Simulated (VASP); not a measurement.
Data:

```
CuNi3C
1.0
    3.84734     0.00000     0.00000
    0.00000     3.84734     0.00000
    0.00000     0.00000     3.84734
Cu C Ni
1 1 3
Direct
  0.00000   0.00000   0.00000
  0.50000   0.50000   0.50000
  0.00000   0.50000   0.50000
  0.50000   0.50000   0.00000
  0.50000   0.00000   0.50000
```
Starting moments (μB, in the order of the record's atoms Cu C Ni Ni Ni): 0.0 0.0 2.0 2.0 2.0.

The numbers are results of PBE GGA, VASP's PBE PAW potentials (set 64) (plane waves; VASP), not measurements. Settings: 400 eV cut-off, 5×5×5 Γ-centred mesh, Gaussian smearing of 0.10 eV, potentials Cu C Ni.

At this cut-off the stress carries a Pulay error, which pulls relaxed volumes low. Energy and stress use the plane-wave basis of the starting cell.

Task: The ions, cell shape and volume are relaxed. Predict the relaxed structure.

Result: 
```
CuNi3C
1.0
    3.74774     0.00000     0.00000
    0.00000     3.74774     0.00000
    0.00000     0.00000     3.74774
Cu C Ni
1 1 3
Direct
  0.00000   0.00000   0.00000
  0.50000   0.50000   0.50000
  0.00000   0.50000   0.50000
  0.50000   0.50000   0.00000
  0.50000   0.00000   0.50000
```
Space group Pm-3m (221), at a tolerance of 0.03 Å. The cell ends with 0.50 μB, on the sites -0.01 0.03 0.15 0.15 0.15 μB.

Task: How do energy and volume change from the first to the last step?

Result: The energy (σ→0) changes by -39.2 meV/atom and the volume by -7.6 %, in 3 ionic steps.

The structure was generated: CuNi3C was put into an ordered model structure, which need not be its known phase. This run relaxes it. Symmetry was kept, so distortions that lower it aren't found. The k-mesh is coarse (spacing up to 0.34 per Å, 2π included), so the numbers may not be converged in it. The run is one of a series of settings (EDIFFG = -0.01, IBRION = 2, ISIF = 3, NSW = 50 against the base run), some of them coarse on purpose.
